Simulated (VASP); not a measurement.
```
CELL_PARAMETERS angstrom
      0.00000     3.44784     3.44784
      3.44784     0.00000     3.44784
      3.44784     3.44784     0.00000
ATOMIC_POSITIONS crystal
  Ba 0.00000 0.00000 0.00000
  Te 0.50000 0.50000 0.50000
```

Calculation: LDA (Ceperley-Alder, Perdew-Zunger), VASP's LDA PAW potentials (set 64) (plane waves; VASP). Numerical set-up: 520 eV cut-off, Gaussian smearing of 0.050 eV, potentials Ba_sv Te.

Unless said otherwise, spin-orbit coupling is left out, though it shifts the bands of the heavy elements here.

Q: Give the energies of bands 6 to 11 at the high-symmetry points, in eV from the valence-band maximum.

A: 
| band | Γ | X | U | L | W |
|---|---|---|---|---|---|
| 6 | 0.00 | -1.15 | -1.36 | -2.42 | -1.39 |
| 7 | 0.00 | -0.38 | -1.10 | -1.24 | -0.99 |
| 8 | 0.00 | -0.38 | -0.83 | -1.24 | -0.99 |
| 9 | 2.78 | 1.29 | 2.42 | 4.14 | 3.41 |
| 10 | 2.78 | 4.45 | 5.00 | 4.74 | 3.41 |
| 11 | 2.78 | 4.66 | 5.16 | 4.87 | 4.85 |

The gap is indirect, 1.29 eV, from the valence maximum at Γ to the conduction minimum at X.

The compound is BaTe in the rock salt structure. It was relaxed first.
